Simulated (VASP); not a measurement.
Here is the system:

```yaml
crystal:
  lattice:
    - [0.00000, 2.90945, 2.90945]
    - [2.90945, 0.00000, 2.90945]
    - [2.90945, 2.90945, 0.00000]
  atoms:
    - { symbol: Ca, position: [0.00000, 0.00000, 0.00000] }
    - { symbol: B, position: [0.26719, 0.23281, 0.26719] }
    - { symbol: B, position: [0.75000, 0.75000, 0.75000] }
```

Level of theory: PBEsol GGA, VASP's PBE PAW potentials (set 64) (plane waves; VASP 6.6.1). Numerical set-up: 600 eV cut-off, 8×8×8 Γ-centred mesh, first-order Methfessel-Paxton smearing of 0.10 eV, potentials Ca_sv B.

Estimate the energy per atom (σ→0), largest force, band gap (on the k-mesh) with the smallest direct gap where there is one.

```yaml
band gap (on the k-mesh): none (metal, semimetal or under 0.01 eV)
energy per atom (σ→0): -339.1 kJ/mol of atoms
largest_force: 0.512 eV/Å
```

The absolute energy has meaning only against runs of the same code, potentials and settings.

The structure was generated: CaB2 was put into the fluorite type (Fm-3m), which need not be its known phase. This cell was strained or had an atom moved on purpose.
